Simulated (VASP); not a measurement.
Calculation: PBE GGA, VASP's PBE PAW potentials (set 64) (plane waves; VASP).

VASP input:

### KPOINTS
```
K-points
0
gamma
 10 10 5
```

**INCAR**
```
ALGO = Normal
EDIFF = 1E-6
ENCUT = 300
GGA = PE
ISIF = 2
ISMEAR = -1
LASPH = .TRUE.
LCHARG = .FALSE.
LMAXMIX = 6
LREAL = .FALSE.
LWAVE = .FALSE.
NBANDS = 75
NELM = 100
PREC = Accurate
SIGMA = 0.1
SYSTEM = La
```

POSCAR:
```
La
1.0
  3.7609530000   0.0000000000   0.0000000000
 -1.8804760000   3.2570800000   0.0000000000
  0.0000000000   0.0000000000   6.1062600000
La
2
Cartesian
  0.0357688700   2.1269676953   1.5697851083
  1.8447081300   1.1301123047   4.5364748917
```

POTCAR, in this order: La (PBE.64 set). Program: vasp_std.

Question: Estimate the energy per atom (σ→0), largest force, band gap (on the k-mesh).

Answer: 
```yaml
energy per atom (σ→0): -4.846 eV/atom
band gap (on the k-mesh): none (metal, semimetal or under 0.01 eV)
largest_force: 0.133 eV/Å
```

File OSZICAR:
```
...
DAV:   7    -0.975245850766E+01    0.91267E-02   -0.31929E-02 55562   0.244E-01    0.104E+00
DAV:   8    -0.975276569217E+01   -0.30718E-03   -0.27007E-02 48299   0.248E-01    0.184E-01
DAV:   9    -0.975425937416E+01   -0.14937E-02   -0.43346E-03 63788   0.918E-02    0.130E-01
DAV:  10    -0.975482795755E+01   -0.56858E-03   -0.28371E-03 51066   0.713E-02    0.211E-02
DAV:  11    -0.975483129852E+01   -0.33410E-05   -0.21907E-04 48943   0.304E-02    0.259E-02
DAV:  12    -0.975484611343E+01   -0.14815E-04   -0.65113E-05 62250   0.119E-02    0.404E-03
DAV:  13    -0.975484612893E+01   -0.15495E-07   -0.39721E-06 44831   0.334E-03
   1 F= -.97548461E+01 E0= -.96911496E+01  d E =-.127393E+00
```

The structure was generated: La was put into an ordered model structure, which need not be its known phase. The cell was not relaxed at this level, atoms are displaced from their ideal sites. The run is one of a series of settings (NBANDS = 75 against the base run), some of them coarse on purpose.
